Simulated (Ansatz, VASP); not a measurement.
# Cross-check of Ga5CuSe8 (Ga5CuSe8 (P-42m)) between VASP and Ansatz, part 2 of 2

One calculation is typed for both programs; each brings its own data sets. How far apart do they land? The cell is taken from a series of runs on this material, whose earlier steps may have relaxed, scaled, displaced or heated it; both programs get it as it stands.

VASP 6.6.1 and Ansatz 0.2.0.

So far: The starting structure; VASP: relaxation of cell and atoms, r2SCAN.

### Step 3. Ansatz: relaxation of cell and atoms, r2SCAN

Level of this step: Ansatz beside VASP: Kohn-Sham DFT, plane waves, r2SCAN (Ansatz).

Ansatz runs on its default PAW (the set named soft_2) files.

The same cell, functional, mesh and smearing now go to Ansatz.

The input, input.yaml:

```yaml
crystal:
  lattice:
    - [5.473849, 0.0, 0.0]
    - [0.0, 5.473849, 0.0]
    - [0.0, 0.0, 11.1947774]
  atoms:
    - { symbol: Ga, position: [0.0, 0.5, 0.25485053] }
    - { symbol: Ga, position: [0.5, 0.0, 0.74514947] }
    - { symbol: Ga, position: [0.0, 0.5, 0.74514947] }
    - { symbol: Ga, position: [0.5, 0.0, 0.25485053] }
    - { symbol: Ga, position: [0.0, 0.0, 0.0] }
    - { symbol: Cu, position: [0.5, 0.5, 0.5] }
    - { symbol: Se, position: [0.26454473, 0.26454473, 0.11677023] }
    - { symbol: Se, position: [0.73545527, 0.73545527, 0.11677023] }
    - { symbol: Se, position: [0.26454473, 0.73545527, 0.88322977] }
    - { symbol: Se, position: [0.73545527, 0.26454473, 0.88322977] }
    - { symbol: Se, position: [0.24112575, 0.24112575, 0.61950542] }
    - { symbol: Se, position: [0.75887425, 0.75887425, 0.61950542] }
    - { symbol: Se, position: [0.24112575, 0.75887425, 0.38049458] }
    - { symbol: Se, position: [0.75887425, 0.24112575, 0.38049458] }
basis:
  ecutwfc: 500
  xc_grid: 2
hamiltonian:
  xc: r2scan
kpoints:
  mp_grid: { grid: [5, 5, 3] }
scf:
  occupations: { method: fermi_dirac, width: 0.01 }
  max_iter: 150
output:
  forces: true
  stress: true
relax:
  f_tol: 0.01
  max_steps: 60
  cell: {}
checkpoint:
  write: "../r2scan.run"
  compress: false
  write_wavefunctions: false
  write_every: 100000
```

Run with:

```sh
$ ansatz run input.yaml --threads 4 --pin off --max-ram 5652MiB --backend cpu --events-out ev --progress --plain --runs-dir out
```

Numbers of over 12 decimals in the logs are rounded to 6 here.

The program printed:

```text
Engine: ansatz 0.2.0, aarch64-unknown-linux-gnu
Pseudopotentials: kind: paw
Pseudopotential: Ga, paw, valence charge 13, recommended cutoff 500 eV (meta_gga), Ga.paw.azcp
Pseudopotential: Cu, paw, valence charge 19, recommended cutoff 500 eV (meta_gga), Cu.paw.azcp
Pseudopotential: Se, paw, valence charge 16, recommended cutoff 500 eV (meta_gga), Se.paw.azcp
Functional definition: r2SCAN
  parameter k0 = 0.174
  parameter k1 = 0.065
  parameter a1 = 4.9479
  exchange = r2scan_x(k0 = k0, k1 = k1, a1 = a1)
  correlation = r2scan_c
Crystal: 14 atoms, lattice volume = 335.429 Å³
Basis set: ecut = 500 eV, 8489 PW (Γ), exchange–correlation on 80×80×180 points (8 copies of the dense FFT grid, shifted against one another)
Bands: 128, of which v1, the nominal top of the filled ones, is band 106 counted from 1 (105 counted from 0)
Symmetry: 8 space group operations
Space group: P-42m (ITA 111), of the structure as read, at distance tolerance 6.9e-5 Å
k-points: 12 of 75 (time reversal used)
Non-local potential: Ga, projectors of the file, l = 0: 2, l = 1: 2, l = 2: 3, l = 3: 1
Non-local potential: Cu, projectors of the file, l = 0: 3, l = 1: 2, l = 2: 3, l = 3: 1
Non-local potential: Se, projectors of the file, l = 0: 2, l = 1: 2, l = 2: 3, l = 3: 1
PAW form: soft (Blöchl's): semilocal exchange-correlation on the pseudo side does not see the compensation charge
PAW frozen core: Ga, regenerated for the run's functional (the file was generated under x = pbe(κ = 0.804, μ = 0.219515), c = pbe(β = 0.066725))
PAW frozen core: Cu, regenerated for the run's functional (the file was generated under x = pbe(κ = 0.804, μ = 0.219515), c = pbe(β = 0.066725))
PAW frozen core: Se, regenerated for the run's functional (the file was generated under x = pbe(κ = 0.804, μ = 0.219515), c = pbe(β = 0.066725))
PAW one-centre angular grid: Ga, 590 points (default); XC on 160 Gauss nodes
PAW one-centre angular grid: Cu, 590 points (default); XC on 160 Gauss nodes
PAW one-centre angular grid: Se, 590 points (default); XC on 160 Gauss nodes
Initial density: superposition of atomic densities (neutral atoms: chi_scale 0, normalization atom), corrected by the library's trained network
Initial wavefunctions: pseudopotential atomic-orbital guess
Functional: x = r2scan, c = r2scan; τ floored in thin density (d = 2e-4 eV/Å³)
SCF iter   1: F=—  HF=-69416.919698 eV  |F-HF|=—  |Δ(HF+E_count)|=         —  Δρ=1.43e-2  dr2=5.30e-1  dr2_τ=3.36e-2  ethr=1.77e-3  ⟨swp⟩=6.0  Hψ=5383  notcnv=0
preconditioner: auto → Resta (q_TF=auto, 2.527 Å⁻¹)  ε∞=3.4  [insulator: Δε(μ)=1.035 eV  Ē_g=14.494 eV  σ=0.010 eV  W_gap=1.00  n_scr=84 (ndim 8)  ℏωp=22.6 eV  f_vac=0.095  D(μ)=0.00/eV (n_scr^D=0)  ε∞_Penn≈3.4]
SCF iter   2: F=—  HF=-69416.988309 eV  |F-HF|=—  |Δ(HF+E_count)|=   6.86e-2  Δρ=1.37e-2  dr2=4.45e-1  dr2_τ=2.81e-3  ethr=2.50e-4  ⟨swp⟩=2.1  Hψ=3134  notcnv=0  defer=184
SCF iter   3: F=—  HF=-69416.910659 eV  |F-HF|=—  |Δ(HF+E_count)|=   7.76e-2  Δρ=5.10e-3  dr2=6.89e-2  dr2_τ=2.56e-4  ethr=2.10e-4  ⟨swp⟩=2.0  Hψ=3055  notcnv=0  defer=124
automatic band count: iteration 3 solves 123 bands in place of 128: the levels show a gap, and the empty bands left out lie too high to hold charge; the band table lists the bands solved (type scf.n_extra_bands for more)
SCF iter   4: F=—  HF=-69416.903773 eV  |F-HF|=—  |Δ(HF+E_count)|=   6.89e-3  Δρ=1.42e-3  dr2=4.37e-3  dr2_τ=6.23e-5  ethr=3.25e-5  ⟨swp⟩=2.0  Hψ=1725  notcnv=0  defer=124
SCF iter   5: F=—  HF=-69416.903757 eV  |F-HF|=—  |Δ(HF+E_count)|=   1.57e-5  Δρ=5.04e-4  dr2=6.57e-4  dr2_τ=7.04e-6  ethr=2.06e-6  ⟨swp⟩=2.4  Hψ=2179  notcnv=0  defer=124
SCF iter   6: F=—  HF=-69416.903898 eV  |F-HF|=—  |Δ(HF+E_count)|=   1.41e-4  Δρ=2.44e-4  dr2=1.58e-4  dr2_τ=1.59e-6  ethr=3.10e-7  ⟨swp⟩=2.0  Hψ=1626  notcnv=0  defer=124
SCF iter   7: F=—  HF=-69416.903914 eV  |F-HF|=—  |Δ(HF+E_count)|=   1.57e-5  Δρ=3.76e-5  dr2=5.76e-6  dr2_τ=6.89e-8  ethr=7.44e-8  ⟨swp⟩=2.0  Hψ=1635  notcnv=0  defer=124
SCF iter   8: F=—  HF=-69416.903947 eV  |F-HF|=—  |Δ(HF+E_count)|=   3.33e-5  Δρ=2.60e-5  dr2=1.91e-6  dr2_τ=1.66e-8  ethr=2.72e-9  ⟨swp⟩=2.0  Hψ=2384  notcnv=0  defer=124
SCF iter   9: F=—  HF=-69416.903948 eV  |F-HF|=—  |Δ(HF+E_count)|=   4.57e-7  Δρ=7.39e-6  dr2=2.90e-7  dr2_τ=4.68e-9  ethr=9.02e-10  ⟨swp⟩=2.9  Hψ=2624  notcnv=0  defer=124
SCF iter  10: F=-69416.903948 eV  HF=-69416.903948 eV  |F-HF|=8.37e-9  |Δ(HF+E_count)|=   2.17e-8  Δρ=1.72e-6  dr2=1.57e-8  dr2_τ=5.71e-10  ethr=4.72e-11  ⟨swp⟩=4.0  Hψ=5292  notcnv=0
SCF 1 converged in 10 iterations: F = -69416.903948 eV  dr2 = 1.57e-8
  greatest PAW one-centre occupation: 1.000 electrons in one spin orbital (limit 2), on the Cu atom at site 5 (counted from 0), in its partial waves of l = 0
[...]
SCF iter   6: F=—  HF=-69416.903834 eV  |F-HF|=—  |Δ(HF+E_count)|=   2.86e-5  Δρ=2.84e-5  dr2=2.51e-6  dr2_τ=3.28e-8  ethr=8.81e-9  ⟨swp⟩=2.0  Hψ=2736  notcnv=0
SCF iter   7: F=—  HF=-69416.903835 eV  |F-HF|=—  |Δ(HF+E_count)|=   9.15e-7  Δρ=7.72e-6  dr2=2.15e-7  dr2_τ=3.83e-9  ethr=1.19e-9  ⟨swp⟩=2.0  Hψ=2052  notcnv=0
SCF iter   8: F=-69416.903835 eV  HF=-69416.903835 eV  |F-HF|=2.51e-8  |Δ(HF+E_count)|=   9.80e-8  Δρ=3.13e-6  dr2=3.15e-8  dr2_τ=6.55e-10  ethr=1.76e-11  ⟨swp⟩=3.0  Hψ=5657  notcnv=0
SCF 2 converged in 8 iterations: F = -69416.903835 eV  dr2 = 3.15e-8
relax step   2: F+E_penalty+E_count = -69416.90383498 eV  Δ(F+E_penalty+E_count) = +1.127e-4 eV  max|allowed force component| = 2.635e-2 eV/Å  Δτ_max = 0.0166 Å  P = +0.056 GPa  Ω = 333.806 Å³  energy of the carried Pulay correction = +2.930e-4 eV  (8 SCF iters, dr2 threshold 3.73e-8 eV, rejected (line search))
[...]
relax step   3: F+E_penalty+E_count = -69416.90475710 eV  Δ(F+E_penalty+E_count) = -8.094e-4 eV  max|allowed force component| = 5.564e-3 eV/Å  Δτ_max = 0.0066 Å  P = -0.013 GPa  Ω = 334.641 Å³  energy of the carried Pulay correction = +1.421e-4 eV  (10 SCF iters, accepted)
[...]
relax step   4: F+E_penalty+E_count = -69416.90463135 eV  Δ(F+E_penalty+E_count) = +1.258e-4 eV  max|allowed force component| = 5.559e-3 eV/Å  Δτ_max = 0.0000 Å  P = -0.013 GPa  Ω = 334.641 Å³  stress off target by 1.50e-2 GPa  SCF on the basis re-selected at this cell (its energy is not comparable with the rows above)  (5 SCF iters)
basis re-selected at this cell: Δ(F+E_penalty+E_count) = +1.258e-4 eV, ΔP = -0.000 GPa vs the last step (what re-selecting the basis moved, of the pressure what is left beyond the Pulay correction that the steps carried, after the strain that the cell walked since its last selection, with what the two solves' SCF thresholds leave and, on support functions, any second-order correction that the steps lacked; it is no m [...]
SCF converged after 5 iterations
Free energy (F): -69416.904631 eV
Harris-Foulkes:  -69416.904631 eV  (|F-HF|=0.00e0)
Internal energy: -69416.904631 eV  (E = F + TS)
E sigma→0 (E₀):  -69416.904631 eV
Fermi energy:    7.938621 eV
--- Per-component energies (eV) ---
  E_band       = -4154.985383
  E_kinetic    = 1822.638719
  E_local      = -36558.749771  (includes V_loc(G=0)·N_el)
  E_nonlocal   = -2214.886305
  E_hartree    = 17492.063427
  E_xc         = -1177.670842
  E_vxc        = -1261.570148  (∫ρ·V_xc dr)
  E_paw        = -27115.008415  (= ΣΔE_a)
  E_vpaw       = -991.938586  (= ΣTr[D̂ρ^β])
  E_aug_tail   = -0.001706  (compensation charges beyond the density's cutoff)
  E_vtau       = 65.395444  (kinetic-family band-sum trace: ∫τ·v_τ [+ j·A + Jᵃ·Aᵃ] dr)
  E_ewald      = -21647.605119
  E_core_change = -17.684619  (= ΣΔE_core)
  E_smearing   = -0.000000  (= −TS)
  E_closure    = -0.000000  (closes the sum)
  Σ components = -69416.904631   (vs F -69416.904631, Δ=0.00e0)
--- Forces (eV/Å), atoms counted from 1 ---
  atom   1  Ga     0.00000000    -0.00000000     0.00393071
  atom   2  Ga     0.00000000     0.00000000    -0.00393071
  atom   3  Ga     0.00000000     0.00000000    -0.00393071
  atom   4  Ga     0.00000000    -0.00000000     0.00393071
  atom   5  Ga     0.00000000     0.00000000     0.00000000
  atom   6  Cu     0.00000000     0.00000000     0.00000000
  atom   7  Se    -0.00283144    -0.00283144    -0.00095038
  atom   8  Se     0.00283144     0.00283144    -0.00095038
  atom   9  Se    -0.00283144     0.00283144     0.00095038
  atom  10  Se     0.00283144    -0.00283144     0.00095038
  atom  11  Se    -0.00193259    -0.00193259     0.00555855
  atom  12  Se     0.00193259     0.00193259     0.00555855
  atom  13  Se    -0.00193259     0.00193259    -0.00555855
  atom  14  Se     0.00193259    -0.00193259    -0.00555855
  max |Σ_I F_I| component: 8.46e-18 eV/Å
--- Stress (GPa, compression-positive) ---
       -0.015011       0.000000       0.000000
        0.000000      -0.015011       0.000000
        0.000000       0.000000      -0.009044
  P = ⅓ Tr σ = -0.0130 GPa (-0.130 kbar)
--- Relaxed structure (3 steps of the walk, 2 accepted, 1 SCFs on fresh bases) ---
  F+E_penalty+E_count = -69416.90463135 eV   max|allowed force component| = 5.559e-3 eV/Å   (the final SCF, on the basis selected at the relaxed cell)
  cell:  # Å, volume = 334.6412 Å³
    - [5.468078, 0.0, 0.0]
    - [0.0, 5.468078, 0]
    - [0.0, 0, 11.192061]
  atoms:
    - { symbol: Ga, position: [0, 0.5, 0.254518] }
    - { symbol: Ga, position: [0.5, 0, 0.745482] }
    - { symbol: Ga, position: [0, 0.5, 0.745482] }
    - { symbol: Ga, position: [0.5, 0, 0.254518] }
    - { symbol: Ga, position: [0, 0, 0.0] }
    - { symbol: Cu, position: [0.5, 0.5, 0.5] }
    - { symbol: Se, position: [0.264977, 0.264977, 0.116261] }
    - { symbol: Se, position: [0.735023, 0.735023, 0.116261] }
    - { symbol: Se, position: [0.264977, 0.735023, 0.883739] }
    - { symbol: Se, position: [0.735023, 0.264977, 0.883739] }
    - { symbol: Se, position: [0.240829, 0.240829, 0.619738] }
    - { symbol: Se, position: [0.759171, 0.759171, 0.619738] }
    - { symbol: Se, position: [0.240829, 0.759171, 0.380262] }
    - { symbol: Se, position: [0.759171, 0.240829, 0.380262] }
```

### Step 4. Differences

Known differences besides the potentials themselves: VASP keeps PBE cores, Ansatz makes them for the functional; the data sets hold 212 valence electrons in Ansatz (on its default PAW (the set named soft_2) files) and 124 in VASP; the cutoff is 500 eV in Ansatz and 660 eV in VASP; Ansatz adds a Pulay correction to the stress that steers its cell, VASP none. Total energies have different zeros and are not compared.

Both answers:

```
                                         quantity  Ansatz    VASP  difference
                                      volume (Å³)  334.64  334.64     +0.00 %
edge a after relaxation, in the typed setting (Å)   5.468   5.470     -0.03 %
edge c after relaxation, in the typed setting (Å)  11.192  11.185     +0.06 %
```

### Step 5. Summary of results

| Property | Result |
| --- | --- |
| difference in edge c after relaxation, in the typed setting (relaxation of cell and atoms, r2SCAN) | 0.063 % |

What this shows: The difference in edge c after relaxation, in the typed setting is 0.063 % (relaxation of cell and atoms, r2SCAN), within the 1.2 % picked in this series as the mark of a large difference, as far as the stopping tolerances let one tell. The data sets hold unlike numbers of valence electrons (212 in Ansatz and 124 in VASP), so part of the differences comes from the potentials. Such differences can come from data sets, numerical settings and the points named under the comparisons, not from the functional's error against experiment.

[Lines on the potential files, build, host, timing and source positions are cut from VASP's logs without a mark.]

[Logs are printed without paths, hosts, clocks, repeated set-up lines and the standing remarks that a program may print on its own settings, such as how far it seeks lower states.]

[Hosts, paths, dates, database ids (printed as entryN), source tags and the programs' standing remarks are cut or masked in the printed files.]
